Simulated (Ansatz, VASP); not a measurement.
# Cross-check of Ga2Pt between VASP and Ansatz

One calculation is typed for both programs; each brings its own data sets. How far apart do they land? The cell is taken from a series of runs on this material, whose earlier steps may have relaxed, scaled, displaced or heated it; both programs get it as it stands.

Program: Ansatz 0.2.0. Level of theory: plane waves, with VASP 6.6.1 beside it; single point at PBEsol. Results are calculated unless marked as measured.

### Step 1. Set-up

The structure is cubic, space group Fm-3m (No. 225). Conventional cell: a = 5.911 Å, b = 5.911 Å, c = 5.911 Å, α = 90.00°, β = 90.00°, γ = 90.00°. Ga has 4 Pt at 2.56 Å nearest. Pt has 8 Ga at 2.56 Å nearest. Farther neighbours are not listed.

Structure file:

```cif
data_structure
_symmetry_space_group_name_H-M 'Fm-3m'
_symmetry_Int_Tables_number 225
_cell_length_a 5.9110
_cell_length_b 5.9110
_cell_length_c 5.9110
_cell_angle_alpha 90.000
_cell_angle_beta 90.000
_cell_angle_gamma 90.000
_cell_volume 206.53
loop_
_atom_site_label
_atom_site_type_symbol
_atom_site_symmetry_multiplicity
_atom_site_Wyckoff_symbol
_atom_site_fract_x
_atom_site_fract_y
_atom_site_fract_z
_atom_site_occupancy
Ga1 Ga 8 c 0.25000 0.75000 0.75000 1
Pt1 Pt 4 a 0.00000 0.00000 0.00000 1
```

### Step 2. VASP: single point, PBEsol, pair 1

A single point gives forces, pressure and levels at one fixed geometry, so differences don't come from the geometry; what else differs is listed under the comparison.

Lines of VASP's logs that name or quote its potential files are left out, and so is its time.

File INCAR:

```
SYSTEM = Ga2Pt
PREC = Accurate
ENCUT = 500
EDIFF = 1E-06
NELM = 120
ISMEAR = 0
SIGMA = 0.1
LREAL = .FALSE.
ALGO = Normal
GGA = PS
NBANDS = 24
LASPH = .TRUE.
LORBIT = 11
LWAVE = .FALSE.
LCHARG = .FALSE.
ISIF = 2
GGA_COMPAT = .FALSE.
```

File POSCAR:

```
Ga2Pt
1.0
    0.0000000000      2.9555000000      2.9555000000
    2.9555000000      0.0000000000      2.9555000000
    2.9555000000      2.9555000000      0.0000000000
Ga Pt
2 1
Direct
    0.2500000000      0.2500000000      0.2500000000
    0.7500000000      0.7500000000      0.7500000000
    0.0000000000      0.0000000000      0.0000000000
```

File KPOINTS:

```
Automatic mesh
0
Gamma
6 6 6
0 0 0
```

PAW data sets: Ga_d and Pt (PBE family, release 64).

Launch:

```sh
$ mpirun -np 1 vasp_std
```

Numbers of over 12 decimals in the logs are rounded to 6 here.

The program printed:

```text
[banner, memory and clock lines left out]
running    1 mpi-ranks, on    1 nodes
 distrk:  each k-point on    1 cores,    1 groups
 distr:  one band on    1 cores,    1 groups

 POSCAR found type information on POSCAR GaPt
 POSCAR found :  2 types and       3 ions
|                                                                             |
|               ----> ADVICE to this user running VASP <----                  |
|                                                                             |
|     You enforced a specific xc type in the INCAR file but a different       |
|     [... a line on the potential file left out ...]
|     I HOPE YOU KNOW WHAT YOU ARE DOING!                                     |
|                                                                             |

 LDA part: xc-table for (Slater+PW92), standard interpolation
 POSCAR, INCAR and KPOINTS ok, starting setup
 FFT: planning ... GRIDC
 FFT: planning ... GRID_SOFT
 FFT: planning ... GRID
 WAVECAR not read
 entering main loop
       N       E                     dE             d eps       ncg     rms          rms(c)
DAV:   1     0.239785287798E+03    0.23979E+03   -0.17837E+04   864   0.258E+03
DAV:   2     0.491531768993E+01   -0.23487E+03   -0.22517E+03   856   0.496E+02
DAV:   3    -0.155062615848E+02   -0.20422E+02   -0.20135E+02   872   0.117E+02
DAV:   4    -0.159344876069E+02   -0.42823E+00   -0.42797E+00   960   0.185E+01
DAV:   5    -0.159462384965E+02   -0.11751E-01   -0.11750E-01  1016   0.276E+00    0.894E+00
DAV:   6    -0.155075829719E+02    0.43866E+00   -0.14562E+00   872   0.100E+01    0.341E+00
DAV:   7    -0.154298017556E+02    0.77781E-01   -0.11869E-01  1056   0.474E+00    0.209E+00
DAV:   8    -0.154020523205E+02    0.27749E-01   -0.36753E-02  1032   0.149E+00    0.300E-01
DAV:   9    -0.154014312899E+02    0.62103E-03   -0.40025E-03   904   0.938E-01    0.107E-01
DAV:  10    -0.154014871912E+02   -0.55901E-04   -0.27866E-04   976   0.145E-01    0.321E-02
DAV:  11    -0.154015050777E+02   -0.17886E-04   -0.43032E-05   848   0.800E-02    0.743E-03
DAV:  12    -0.154015050998E+02   -0.22076E-07   -0.41015E-06   840   0.296E-02
   1 F= -.15401505E+02 E0= -.15398315E+02  d E =-.638014E-02
```

Parts of OUTCAR (step 2):

```text
ion  position               nearest neighbor table
   1  0.250  0.250  0.250-   3 2.56   3 2.56   3 2.56   3 2.56
   2  0.750  0.750  0.750-   3 2.56   3 2.56   3 2.56   3 2.56
   3  0.000  0.000  0.000-   2 2.56   2 2.56   2 2.56   1 2.56   1 2.56   1 2.56   2 2.56   1 2.56

  LATTYP: Found a face centered cubic cell.
 ALAT       =     5.9110000000

 Subroutine GETGRP returns: Found 48 space group operations
 (whereof 48 operations were pure point group operations)

The static configuration has the point symmetry O_h .

 Found     16 irreducible k-points:

   k-points           NKPTS =     16   k-points in BZ     NKDIM =     16   number of bands    NBANDS=     24

   dimension x,y,z NGX =    30 NGY =   30 NGZ =   30
   dimension x,y,z NGXF=    60 NGYF=   60 NGZF=   60

   ENCUT  =  500.0 eV  36.75 Ry    6.06 a.u.   7.62  7.62  7.62*2*pi/ulx,y,z

   NELECT =      36.0000    total number of electrons

 k-points in reciprocal lattice and weights: Automatic mesh
   0.00000000  0.00000000  0.00000000       0.005
   0.16666667  0.00000000  0.00000000       0.037
   0.33333333  0.00000000  0.00000000       0.037
   0.50000000  0.00000000  0.00000000       0.019
   0.16666667  0.16666667  0.00000000       0.028
   0.33333333  0.16666667  0.00000000       0.111
   0.50000000  0.16666667  0.00000000       0.111
  -0.33333333  0.16666667  0.00000000       0.111
  -0.16666667  0.16666667  0.00000000       0.056
[...]
-0.33333333  0.33333333  0.16666667       0.111
  -0.33333333  0.50000000  0.16666667       0.056

 average (electrostatic) potential at core
       1 -62.9937       2 -62.9937       3 -67.0789

 E-fermi :   7.0383

 k-point     1 :       0.0000    0.0000    0.0000
  band No.  band energies     occupation
    ...
     12       2.0495      2.00000
     13       2.0495      2.00000
     14       2.0495      2.00000
     15       3.7831      2.00000
     16       3.7831      2.00000
     17       7.2409      0.00416
     18      12.3100      0.00000
     19      12.3100      0.00000
     20      12.3100      0.00000
     21      12.3293      0.00000
    ...

 k-point     2 :       0.1667    0.0000    0.0000
  band No.  band energies     occupation
    ...
     12       1.5713      2.00000
     13       2.2029      2.00000
     14       2.2029      2.00000
     15       3.7177      2.00000
     16       3.7177      2.00000
     17       7.4251      0.00000
     18       9.1176      0.00000
     19      10.6139      0.00000
     20      10.6139      0.00000
     21      12.4423      0.00000
    ...

 k-point     3 :       0.3333    0.0000    0.0000
  band No.  band energies     occupation
    ...
     13       2.4574      2.00000
     14       2.4574      2.00000
     15       3.7390      2.00000
     16       3.7390      2.00000
     17       4.9804      2.00000
     18       9.0732      0.00000
     19       9.0732      0.00000
     20       9.6503      0.00000
     21      11.5132      0.00000
     22      12.6155      0.00000
    ...

  Total        0.2122557      0.2122557      0.2122557     -0.0000000     -0.0000000      0.0000000
  in kB        6.5863856      6.5863856      6.5863856     -0.0000000     -0.0000000      0.0000000
  external PRESSURE =       6.5863856 kB  Pullay stress =       0.0000000 kB

  energy-cutoff  :      500.00
  volume of cell :       51.63
      direct lattice vectors                 reciprocal lattice vectors
     0.000000000  2.955500000  2.955500000    -0.169176112  0.169176112  0.169176112
     2.955500000  0.000000000  2.955500000     0.169176112 -0.169176112  0.169176112
     2.955500000  2.955500000  0.000000000     0.169176112  0.169176112 -0.169176112

 POSITION                                       TOTAL-FORCE (eV/Angst)
 -----------------------------------------------------------------------------------
      1.47775      1.47775      1.47775         0.000000     -0.000000      0.000000
      4.43325      4.43325      4.43325         0.000000      0.000000      0.000000
      0.00000      0.00000      0.00000        -0.000000     -0.000000     -0.000000
 -----------------------------------------------------------------------------------
    total drift:                               -0.000000     -0.000000      0.000000

  FREE ENERGIE OF THE ION-ELECTRON SYSTEM (eV)
  ---------------------------------------------------
  free  energy   TOTEN  =       -15.4015050998 eV

  energy  without entropy=      -15.3951249560  energy(sigma->0) =      -15.39831503

 total charge
# of ion       s       p       d       tot
------------------------------------------
    1        0.874   0.745  10.018  11.637
    2        0.874   0.745  10.018  11.637
    3        0.786   0.650   8.171   9.606
--------------------------------------------------
tot          2.535   2.140  28.206  32.881

[... 3 further parts left out ...]
```

The k-mesh is coarse for a metal.

The run ends at a pressure of 0.66 GPa.

### Step 3. Ansatz: single point, PBEsol, pair 1

Ansatz runs on its PAW soft_1 files.

The same cell, functional, mesh and smearing now go to Ansatz, which takes its cutoff from its data sets.

File input.yaml:

```yaml
crystal:
  lattice:
    - [0.0, 2.9555, 2.9555]
    - [2.9555, 0.0, 2.9555]
    - [2.9555, 2.9555, 0.0]
  atoms:
    - { symbol: Ga, position: [0.25, 0.25, 0.25] }
    - { symbol: Ga, position: [0.75, 0.75, 0.75] }
    - { symbol: Pt, position: [0.0, 0.0, 0.0] }
kpoints:
  mp_grid: { grid: [6, 6, 6] }
hamiltonian:
  xc: pbesol
  pseudopotentials: { kind: paw, azcp: { folder: soft_1 }, xc_functional: pbe }
scf:
  occupations: { method: gaussian, width: 0.1 }
output:
  forces: true
  stress: true
  eigenvalues: true
```

Launch:

```sh
$ ansatz run input.yaml --threads 4 --pin off --max-ram 10240MiB --backend cpu --events-out ev --progress --plain --runs-dir out
```

The program printed:

```text
Engine: ansatz 0.2.0, x86_64-unknown-linux-gnu
Pseudopotentials: kind: paw
Pseudopotential: Ga, paw, valence charge 13, recommended cutoff 420 eV (normal), soft_1/Ga.paw.azcp
Pseudopotential: Pt, paw, valence charge 18, recommended cutoff 420 eV (normal), soft_1/Pt.paw.azcp
Functional definition: PBEsol
  exchange = pbesol_x
  correlation = pbesol_c
Crystal: 3 atoms, lattice volume = 51.632 Å³
Basis set: ecut = 420 eV, 965 PW (Γ), exchange–correlation on 60×60×60 points (8 copies of the dense FFT grid, shifted against one another)
Bands: 27, of which v1, the nominal top of the filled ones, is band 22 counted from 1 (21 counted from 0)
Symmetry: 48 space group operations
Space group: Fm-3m (ITA 225), of the structure as read, at distance tolerance 3.7e-5 Å
k-points: 16 of 216
Non-local potential: Ga, projectors of the file, l = 0: 2, l = 1: 2, l = 2: 3, l = 3: 1
Non-local potential: Pt, projectors of the file, l = 0: 3, l = 1: 2, l = 2: 2, l = 3: 1
PAW form: soft (Blöchl's): semilocal exchange-correlation on the pseudo side does not see the compensation charge
PAW frozen core: Ga, regenerated for the run's functional, and the local potential with it (the file was generated under x = pbe(κ = 0.804, μ = 0.219515), c = pbe(β = 0.066725))
PAW frozen core: Pt, regenerated for the run's functional, and the local potential with it (the file was generated under x = pbe(κ = 0.804, μ = 0.219515), c = pbe(β = 0.066725))
PAW one-centre angular grid: Ga, 590 points (default); XC on 64 Gauss nodes
PAW one-centre angular grid: Pt, 590 points (default); XC on 64 Gauss nodes
Initial density: superposition of atomic densities (chi_scale 0.1, normalization cell, long waves kept (reshape's long-wave potential 0.00 eV rms))
Initial wavefunctions: pseudopotential atomic-orbital guess
Functional: x = pbesol(κ = 0.804, μ = 0.123457), c = pbesol(β = 0.046)
SCF iter   1: F=—  HF=-19875.409808 eV  |F-HF|=—  |Δ(HF+E_count)|=         —  Δρ=1.18e-1  dr2=8.87e0  ethr=3.10e-3  ⟨swp⟩=5.3  Hψ=1638  notcnv=0
preconditioner: auto → none  [insulator: Δε(μ)=0.145 eV  Ē_g=15.122 eV  σ=0.100 eV  W_gap=0.68  n_scr=14 (ndim 8)  ℏωp=31.0 eV  f_vac=0.007  D(μ)=1.71/eV (n_scr^D=14)  ε∞_Penn≈5.2]
SCF iter   2: F=—  HF=-19873.730329 eV  |F-HF|=—  |Δ(HF+E_count)|=    1.68e0  Δρ=3.97e-2  dr2=8.64e-1  ethr=3.10e-3  ⟨swp⟩=2.1  Hψ=964  notcnv=0  defer=13
SCF iter   3: F=—  HF=-19873.543071 eV  |F-HF|=—  |Δ(HF+E_count)|=   1.87e-1  Δρ=7.97e-3  dr2=2.31e-2  ethr=1.96e-3  ⟨swp⟩=2.0  Hψ=626  notcnv=0  defer=13
SCF iter   4: F=—  HF=-19873.538526 eV  |F-HF|=—  |Δ(HF+E_count)|=   4.54e-3  Δρ=2.48e-3  dr2=1.58e-3  ethr=5.26e-5  ⟨swp⟩=2.0  Hψ=816  notcnv=0  defer=13
SCF iter   5: F=—  HF=-19873.537116 eV  |F-HF|=—  |Δ(HF+E_count)|=   1.41e-3  Δρ=4.58e-4  dr2=3.56e-5  ethr=3.60e-6  ⟨swp⟩=2.0  Hψ=683  notcnv=0  defer=13
SCF iter   6: F=—  HF=-19873.537149 eV  |F-HF|=—  |Δ(HF+E_count)|=   3.25e-5  Δρ=6.13e-5  dr2=2.04e-6  ethr=8.08e-8  ⟨swp⟩=2.1  Hψ=682  notcnv=0  defer=13
SCF iter   7: F=-19873.537149 eV  HF=-19873.537149 eV  |F-HF|=1.29e-8  |Δ(HF+E_count)|=   1.15e-7  Δρ=9.58e-6  dr2=2.18e-8  ethr=2.27e-10  ⟨swp⟩=5.9  Hψ=2011  notcnv=0
SCF 1 converged in 7 iterations: F = -19873.537149 eV  dr2 = 2.18e-8
  greatest PAW one-centre occupation: 1.000 electrons in one spin orbital (limit 2), on the Pt atom at site 2 (counted from 0), in its partial waves of l = 0
SCF converged after 7 iterations
Free energy (F): -19873.537149 eV
Harris-Foulkes:  -19873.537149 eV  (|F-HF|=1.29e-8)
Internal energy: -19873.530767 eV  (E = F + TS)
E sigma→0 (E₀):  -19873.533958 eV
Entropy (-TS):   -0.006382 eV (-2.127 meV/atom)
Fermi energy:    13.604706 eV
--- Per-component energies (eV) ---
  E_band       = -280.704771
  E_kinetic    = 823.171271
  E_local      = -4499.163722  (includes V_loc(G=0)·N_el)
  E_nonlocal   = 22.452772
  E_hartree    = 2446.997787
  E_xc         = -358.225259
  E_vxc        = -385.113011  (∫ρ·V_xc dr)
  E_paw        = -13250.900568  (= ΣΔE_a)
  E_vpaw       = -1136.054617  (= ΣTr[D̂ρ^β])
  E_aug_tail   = 0.000645  (compensation charges beyond the density's cutoff)
  E_ewald      = -5059.876682
  E_core_change = 2.012989  (= ΣΔE_core)
  E_smearing   = -0.006382  (= −TS)
  E_closure    = -0.000000  (closes the sum)
  Σ components = -19873.537149   (vs F -19873.537149, Δ=0.00e0)
--- Forces (eV/Å), atoms counted from 1 ---
  atom   1  Ga     0.00000000    -0.00000000     0.00000000
  atom   2  Ga    -0.00000000    -0.00000000    -0.00000000
  atom   3  Pt    -0.00000000    -0.00000000    -0.00000000
  max |Σ_I F_I| component: 9.25e-18 eV/Å
--- Stress (GPa, compression-positive) ---
        0.584877       0.000000      -0.000000
        0.000000       0.584877       0.000000
        0.000000      -0.000000       0.584877
  P = ⅓ Tr σ = 0.5849 GPa (5.849 kbar)
--- Band table (eV; the first three rows and the last of 16) ---
  k-point 0: bands = [... 18 lower, 10.3422, 10.3422, 13.8137, 18.8789, 18.8789, 18.8789, 18.8915, 18.8915, ... 1 higher]
  k-point 1: bands = [... 18 lower, 10.2768, 10.2768, 13.9948, 15.6860, 17.1804, 17.1804, 19.0073, 19.4412, ... 1 higher]
  k-point 2: bands = [... 18 lower, 10.2980, 10.2980, 11.5457, 15.6404, 15.6404, 16.2188, 18.0799, 19.1770, ... 1 higher]
  k-point 15: bands = [... 18 lower, 10.1328, 10.4499, 10.6253, 11.2343, 12.5930, 17.0835, 19.3116, 20.4172, ... 1 higher]
```

Reading the cycles: dr2 is the Hartree energy of the density residual (eV), the measure of convergence; HF is the Harris–Foulkes estimate of the energy, which meets the free energy F at convergence.

The run ends at a pressure of 0.58 GPa.

### Step 4. Side by side

Known differences besides the potentials themselves: the data sets hold 44 valence electrons in Ansatz (on its PAW soft_1 files) and 36 in VASP; the cutoff is 420 eV in Ansatz and 500 eV in VASP; Ansatz makes its cores anew for this functional, VASP keeps those of its PBE data sets. Total energies have different zeros and are not compared.

The two programs side by side:

```
      quantity  Ansatz  VASP  difference
pressure (GPa)    0.58  0.66       -0.07
```

### Step 5. VASP: single point, PBEsol, pair 2

A single point gives forces, pressure and levels at one fixed geometry, so differences don't come from the geometry; what else differs is listed under the comparison. The cell compared in this pair holds 50.28 Å³, against 51.63 Å³ for the pair before.

Edit INCAR of step 2 so:

```diff
@@ -5,4 +5,4 @@
 NELM = 120
-ISMEAR = 0
-SIGMA = 0.1
+ISMEAR = 1
+SIGMA = 0.2
 LREAL = .FALSE.
```

File POSCAR:

```
Ga2Pt
1.0
    0.0000000000      2.9294806886      2.9294806886
    2.9294806886      0.0000000000      2.9294806886
    2.9294806886      2.9294806886      0.0000000000
Ga Pt
2 1
Direct
    0.2500000000      0.2500000000      0.2500000000
    0.7500000000      0.7500000000      0.7500000000
    0.0000000000      0.0000000000      0.0000000000
```

File KPOINTS:

```
Automatic mesh
0
Gamma
12 12 12
0 0 0
```

Launch:

```sh
$ mpirun -np 1 vasp_std
```

The program printed:

```text
[banner, memory and clock lines left out]
running    1 mpi-ranks, on    1 nodes
[...]
[... a notice as in an earlier step ...]

 LDA part: xc-table for (Slater+PW92), standard interpolation
 POSCAR, INCAR and KPOINTS ok, starting setup
[...]
entering main loop
       N       E                     dE             d eps       ncg     rms          rms(c)
DAV:   1     0.243399168624E+03    0.24340E+03   -0.17502E+04  3744   0.258E+03
DAV:   2     0.603934825986E+01   -0.23736E+03   -0.22769E+03  3728   0.496E+02
DAV:   3    -0.154686265617E+02   -0.21508E+02   -0.21273E+02  4040   0.119E+02
DAV:   4    -0.159085221501E+02   -0.43990E+00   -0.43955E+00  4080   0.188E+01
[...]
DAV:  10    -0.153781433276E+02   -0.54162E-04   -0.31291E-04  4296   0.173E-01    0.272E-02
DAV:  11    -0.153781536640E+02   -0.10336E-04   -0.55273E-05  4048   0.958E-02    0.715E-03
DAV:  12    -0.153781536520E+02    0.12060E-07   -0.42131E-06  3888   0.290E-02
   1 F= -.15378154E+02 E0= -.15378691E+02  d E =0.161339E-02
```

OUTCAR, selected parts (step 5):

```text
  Total        1.4029983      1.4029983      1.4029983     -0.0000000     -0.0000000     -0.0000000
  in kB       44.7060014     44.7060014     44.7060014     -0.0000000     -0.0000000     -0.0000000
  external PRESSURE =      44.7060014 kB  Pullay stress =       0.0000000 kB

 POSITION                                       TOTAL-FORCE (eV/Angst)
 -----------------------------------------------------------------------------------
      1.46474      1.46474      1.46474        -0.000000     -0.000000      0.000000
      4.39422      4.39422      4.39422         0.000000      0.000000     -0.000000
      0.00000      0.00000      0.00000        -0.000000     -0.000000      0.000000
 -----------------------------------------------------------------------------------
    total drift:                               -0.000000     -0.000000      0.000000

  FREE ENERGIE OF THE ION-ELECTRON SYSTEM (eV)
  ---------------------------------------------------
  free  energy   TOTEN  =       -15.3781536520 eV

  energy  without entropy=      -15.3797670385  energy(sigma->0) =      -15.37869145

[... 3 further parts left out ...]
[key lines of the parts left out:]
E-fermi :   7.4418
```

The run ends at a pressure of 4.47 GPa.

### Step 6. Ansatz: single point, PBEsol, pair 2

The same cell, functional, mesh and smearing now go to Ansatz, which takes its cutoff from its data sets.

The cell is taken from a series of runs on this material, whose earlier steps may have relaxed, scaled, displaced or heated it; both programs get it as it stands.

input.yaml, the sections that differ from step 3:

```yaml
crystal:
  lattice:
    - [0.0, 2.9294806886, 2.9294806886]
    - [2.9294806886, 0.0, 2.9294806886]
    - [2.9294806886, 2.9294806886, 0.0]
  atoms:
    - { symbol: Ga, position: [0.25, 0.25, 0.25] }
    - { symbol: Ga, position: [0.75, 0.75, 0.75] }
    - { symbol: Pt, position: [0.0, 0.0, 0.0] }
kpoints:
  mp_grid: { grid: [12, 12, 12] }
scf:
  occupations: { method: methfessel_paxton, width: 0.2 }
# hamiltonian, output: as in step 3
```

Launch:

```sh
$ ansatz run input.yaml --threads 4 --pin off --max-ram 10240MiB --backend cpu --events-out ev --progress --plain --runs-dir out
```

The program printed:

```text
[...]
Crystal: 3 atoms, lattice volume = 50.281 Å³
Basis set: ecut = 420 eV, 941 PW (Γ), exchange–correlation on 60×60×60 points (8 copies of the dense FFT grid, shifted against one another)
Bands: 27, of which v1, the nominal top of the filled ones, is band 22 counted from 1 (21 counted from 0)
Symmetry: 48 space group operations
[...]
k-points: 72 of 1728
[...]
k-point 0: bands = [... 18 lower, 10.7505, 10.7505, 14.4528, 19.4767, 19.4767, 19.4767, 19.5239, 19.5239, ... 1 higher]
  k-point 1: bands = [... 18 lower, 10.7285, 10.7285, 14.6004, 17.6599, 18.6299, 18.6299, 20.0827, 20.0950, ... 1 higher]
  k-point 2: bands = [... 18 lower, 10.6808, 10.6808, 14.5984, 16.2565, 17.7496, 17.7496, 19.5777, 20.0366, ... 1 higher]
  k-point 71: bands = [... 18 lower, 10.5428, 11.0476, 11.2384, 11.2384, 13.1955, 19.2322, 19.2322, 21.5329, ... 1 higher]
[key lines of the parts left out:]
SCF converged after 10 iterations
Free energy (F): -19873.515031 eV
Fermi energy:    14.182002 eV
P = ⅓ Tr σ = 4.3891 GPa (43.891 kbar)
```

The run ends at a pressure of 4.39 GPa.

(Part 1 of 2 ends here.)

[Lines on the potential files, build, host, timing and source positions are cut from VASP's logs without a mark.]

[Logs are printed without paths, hosts, clocks, repeated set-up lines and the standing remarks that a program may print on its own settings, such as how far it seeks lower states.]

[Hosts, paths, dates, database ids (printed as entryN), source tags and the programs' standing remarks are cut or masked in the printed files.]
